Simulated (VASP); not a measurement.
**Na: formation energy of a vacancy on the Na site**

How easily does a vacancy on the Na site form in Na? The host is relaxed first, then a supercell is run with and without the defect.

Method: PBEsol; plane waves and PAW (Na), in VASP 6.6.1.

### 1. The host crystal

Symmetry: Im-3m, No. 229, cubic system. The conventional cell has a = 4.230 Å, b = 4.230 Å, c = 4.230 Å, α = 90.00°, β = 90.00°, γ = 90.00°. Na has 8 Na at 3.66 Å nearest.

### 2. Relaxing the host crystal

The later steps need the crystal at this functional's own lattice; a raised cutoff keeps the stress reliable while the cell changes.

Input file INCAR:

```
SYSTEM = Na
PREC = Accurate
ENCUT = 350
EDIFF = 1E-06
NELM = 120
ISMEAR = 1
SIGMA = 0.15
LREAL = .FALSE.
ALGO = Normal
GGA = PS
NBANDS = 6
LORBIT = 11
LWAVE = .FALSE.
LCHARG = .FALSE.
KPAR = 8
IBRION = 2
NSW = 40
ISIF = 3
EDIFFG = -0.02
POTIM = 0.4
```

Input file POSCAR:

```
Na
1.0
   -2.1150000000      2.1150000000      2.1150000000
    2.1150000000     -2.1150000000      2.1150000000
    2.1150000000      2.1150000000     -2.1150000000
Na
1
Direct
    0.0000000000      0.0000000000      0.0000000000
```

Input file KPOINTS:

```
Automatic mesh
0
Gamma
11 11 11
0 0 0
```

Potentials, in the order of the species: Na (PBE family, release 64).

The run is started by

```bash
$ mpirun -np 8 vasp_std
```

Output:

```text
[banner, memory and clock lines left out]
running    8 mpi-ranks, on    1 nodes
 distrk:  each k-point on    1 cores,    8 groups
 distr:  one band on    1 cores,    1 groups

 POSCAR found type information on POSCAR Na
 POSCAR found :  1 types and       1 ions
|                                                                             |
|           W    W    AA    RRRRR   N    N  II  N    N   GGGG   !!!           |
|           W    W   A  A   R    R  NN   N  II  NN   N  G    G  !!!           |
|           W    W  A    A  R    R  N N  N  II  N N  N  G       !!!           |
|           W WW W  AAAAAA  RRRRR   N  N N  II  N  N N  G  GGG   !            |
|           WW  WW  A    A  R   R   N   NN  II  N   NN  G    G                |
|           W    W  A    A  R    R  N    N  II  N    N   GGGG   !!!           |
|                                                                             |
|     For optimal performance we recommend to set                             |
|       NCORE = 2 up to number-of-cores-per-socket                            |
|     NCORE specifies how many cores store one orbital (NPAR=cpu/NCORE).      |
|     This setting can greatly improve the performance of VASP for DFT.       |
|     The default, NCORE=1 might be grossly inefficient on modern             |
|     multi-core architectures or massively parallel machines. Do your        |
|     Unfortunately you need to use the default for GW and RPA                |
|     calculations (for HF NCORE is supported but not extensively tested      |
|     yet).                                                                   |
|                                                                             |

|                                                                             |
|               ----> ADVICE to this user running VASP <----                  |
|                                                                             |
|     You enforced a specific xc type in the INCAR file but a different       |
|     [... a line on the potential file left out ...]
|     I HOPE YOU KNOW WHAT YOU ARE DOING!                                     |
|                                                                             |

 LDA part: xc-table for (Slater+PW92), standard interpolation
 POSCAR, INCAR and KPOINTS ok, starting setup
 FFT: planning ... GRIDC
 FFT: planning ... GRID_SOFT
 FFT: planning ... GRID
 WAVECAR not read
 entering main loop
       N       E                     dE             d eps       ncg     rms          rms(c)
DAV:   1    -0.118302084794E+01   -0.11830E+01   -0.10187E+02   672   0.335E+01
DAV:   2    -0.139692121217E+01   -0.21390E+00   -0.19981E+00   906   0.471E+00
DAV:   3    -0.139783502878E+01   -0.91382E-03   -0.91403E-03   828   0.342E-01
DAV:   4    -0.139783673770E+01   -0.17089E-05   -0.17089E-05   966   0.133E-02
DAV:   5    -0.139783674168E+01   -0.39796E-08   -0.39985E-08   858   0.449E-04    0.217E-01
DAV:   6    -0.139753888712E+01    0.29785E-03   -0.27026E-05   756   0.328E-02    0.145E-01
DAV:   7    -0.139708328993E+01    0.45560E-03   -0.84554E-05   690   0.602E-02    0.846E-03
DAV:   8    -0.139708161906E+01    0.16709E-05   -0.21023E-06  1050   0.540E-03    0.198E-03
DAV:   9    -0.139708159825E+01    0.20815E-07   -0.12208E-07   702   0.125E-03
   1 F= -.13970816E+01 E0= -.13972964E+01  d E =-.139708E+01
 curvature:   0.00 expect dE= 0.000E+00 dE for cont linesearch  0.000E+00
 trial: gam= 0.00000 g(F)=  0.321E-65 g(S)=  0.711E-03 ort = 0.000E+00 (trialstep = 0.100E+01)
 search vector abs. value=  0.711E-03
 bond charge predicted
       N       E                     dE             d eps       ncg     rms          rms(c)
DAV:   1    -0.139772396200E+01   -0.64234E-03   -0.35462E-04   744   0.595E-02    0.359E-03
DAV:   2    -0.139772461295E+01   -0.65095E-06   -0.61321E-06   852   0.892E-03
   2 F= -.13977246E+01 E0= -.13979351E+01  d E =-.643015E-03
 ZBRENT: can't locate minimum, use default step
 trial-energy change:   -0.000643  1 .order   -0.000643   -0.000711   -0.000574
 step:   4.0000(harm=  5.1852)  dis= 0.00000  next Energy=    -1.398926 (dE=-0.184E-02)
 bond charge predicted
       N       E                     dE             d eps       ncg     rms          rms(c)
DAV:   1    -0.139879911342E+01   -0.10752E-02   -0.32816E-03   744   0.183E-01    0.110E-02
DAV:   2    -0.139880422851E+01   -0.51151E-05   -0.56091E-05   846   0.271E-02    0.668E-03
DAV:   3    -0.139880446417E+01   -0.23566E-06   -0.66527E-07   822   0.351E-03
   3 F= -.13988045E+01 E0= -.13990015E+01  d E =-.172287E-02
 curvature:  -2.38 expect dE=-0.663E-04 dE for cont linesearch -0.663E-04
 trial: gam=-0.15859 g(F)=  0.733E-66 g(S)=  0.278E-04 ort = 0.141E-03 (trialstep = 0.160E+01)
 search vector abs. value=  0.109E-05
 reached required accuracy - stopping structural energy minimisation
```

Run time: 2.2 s. Hardware: 8 MPI ranks of Intel Xeon 6975P-C (Granite Rapids), shared host; peak memory 1 GiB; 10 s of CPU time.

Lines that name or quote the potential files are left out of all logs, and their timing lines are given in words.

From OUTCAR (step 2):

```text
ion  position               nearest neighbor table
   1  0.000  0.000  0.000-

  LATTYP: Found a body centered cubic cell.
 ALAT       =     4.2300000000

 Subroutine GETGRP returns: Found 48 space group operations
 (whereof 48 operations were pure point group operations)

The static configuration has the point symmetry O_h .

 Found     56 irreducible k-points:

   k-points           NKPTS =     56   k-points in BZ     NKDIM =     56   number of bands    NBANDS=      6

   dimension x,y,z NGX =    24 NGY =   24 NGZ =   24
   dimension x,y,z NGXF=    48 NGYF=   48 NGZF=   48

   ENCUT  =  350.0 eV  25.72 Ry    5.07 a.u.   5.59  5.59  5.59*2*pi/ulx,y,z

   NELECT =       1.0000    total number of electrons

 k-points in reciprocal lattice and weights: Automatic mesh
   0.00000000  0.00000000  0.00000000       0.001
   0.09090909  0.00000000  0.00000000       0.009
   0.18181818  0.00000000  0.00000000       0.009
   0.27272727  0.00000000  0.00000000       0.009
   0.36363636  0.00000000  0.00000000       0.009
   0.45454545  0.00000000  0.00000000       0.009
   0.09090909  0.09090909  0.00000000       0.018
   0.18181818  0.09090909  0.00000000       0.036
   0.27272727  0.09090909  0.00000000       0.036
[...]
-0.45454545 -0.45454545  0.36363636       0.006
  -0.45454545  0.45454545  0.45454545       0.005

 average (electrostatic) potential at core
       1 -43.5531

 E-fermi :   0.6285

 k-point     1 :       0.0000    0.0000    0.0000
  band No.  band energies     occupation
      1      -2.7051      2.00000
      2      12.4173      0.00000
      3      12.4173      0.00000
      4      12.4173      0.00000
      5      13.4378      0.00000
      6      13.4378      0.00000

 k-point     2 :       0.0909    0.0000    0.0000
  band No.  band energies     occupation
      1      -2.5592      2.00000
      2      10.6759      0.00000
      3      11.5971      0.00000
      4      11.8044      0.00000
      5      12.3855      0.00000
      6      12.7914      0.00000

 k-point     3 :       0.1818    0.0000    0.0000
  band No.  band energies     occupation
      1      -2.1231      2.00000
      2       8.3186      0.00000
      3      10.5484      0.00000
      4      11.0045      0.00000
      5      11.3920      0.00000
      6      12.3133      0.00000

  Total       -0.0154931     -0.0154931     -0.0154931      0.0000000     -0.0000000      0.0000000
  in kB       -0.6803313     -0.6803313     -0.6803313      0.0000000     -0.0000000      0.0000000
  external PRESSURE =      -0.6803313 kB  Pullay stress =       0.0000000 kB

  energy-cutoff  :      350.00
  volume of cell :       36.49
      direct lattice vectors                 reciprocal lattice vectors
    -2.089407624  2.089407624  2.089407624     0.000000000  0.239302276  0.239302276
     2.089407624 -2.089407624  2.089407624     0.239302276  0.000000000  0.239302276
     2.089407624  2.089407624 -2.089407624     0.239302276  0.239302276  0.000000000

 POSITION                                       TOTAL-FORCE (eV/Angst)
 -----------------------------------------------------------------------------------
      0.00000     -0.00000      0.00000         0.000000      0.000000     -0.000000
 -----------------------------------------------------------------------------------
    total drift:                                0.000000      0.000000      0.000000

  FREE ENERGIE OF THE ION-ELECTRON SYSTEM (eV)
  ---------------------------------------------------
  free  energy   TOTEN  =        -1.3988044642 eV

  energy  without entropy=       -1.3993955356  energy(sigma->0) =       -1.39900149

 reached required accuracy - stopping structural energy minimisation

 total charge
# of ion       s       p       d       tot
------------------------------------------
    1        0.096   0.026   0.000   0.121

[... 3 further parts left out ...]
```

This run has no spin polarisation. Its electron count is odd, so without a moment it is a metal by construction. The k-mesh is coarse for a metal. The PAW data sets were made with PBE, which is usual practice but a small mismatch for other functionals. The data set Na keeps the semicore shell frozen, which is cheaper and a little less accurate. The run keeps the 48 symmetry operations of its start, so it cannot find a distortion of lower symmetry.

Relaxation path:

| step | energy less that of the first step (eV) | largest force (eV/Å) | pressure (GPa) | volume (Å³) |
| --- | --- | --- | --- | --- |
| 1 | 0.0000 | 0.0000 | -0.33 | 37.84 |
| 2 | -0.0006 | 0.0000 | -0.27 | 37.50 |
| 3 | -0.0017 | 0.0000 | -0.07 | 36.49 |

| conventional cell, symmetrised | before | after | change |
| --- | --- | --- | --- |
| a (Å) | 4.230 | 4.179 | -1.2 % |
| b (Å) | 4.230 | 4.179 | -1.2 % |
| c (Å) | 4.230 | 4.179 | -1.2 % |
| volume (Å³/atom) | 37.84 | 36.49 | -3.6 % |

The relaxed structure:

```xyz
1
Lattice="-2.0894 2.0894 2.0894 2.0894 -2.0894 2.0894 2.0894 2.0894 -2.0894" Properties=species:S:1:pos:R:3 pbc="T T T"
Na    0.0000    0.0000    0.0000
```

Numbers from this step:

```yaml
electronic_cycles: 14
electrons: 1
free_energy_toten: -1.399 eV
energy_at_zero_smearing: -1.399 eV
fermi_energy: 0.6285 eV
labelled_metallic_from_the_levels_on_this_mesh: yes
```

The run ended after 3 ionic steps, 0.002 eV below its first step, once forces and stress met EDIFFG = -0.02.

(Part 1 of 3 ends here.)

[Lines on the potential files, build, host, timing and source positions are cut from VASP's logs without a mark.]

[Logs are printed without paths, hosts, clocks, repeated set-up lines and the standing remarks that a program may print on its own settings, such as how far it seeks lower states.]

[Hosts, paths, dates, database ids (printed as entryN), source tags and the programs' standing remarks are cut or masked in the printed files.]

[In band tables of VASP the shares of atoms and orbitals are scaled to a sum of 1 inside the atoms' spheres.]

[Runs that stopped without an error message from VASP are left out.]
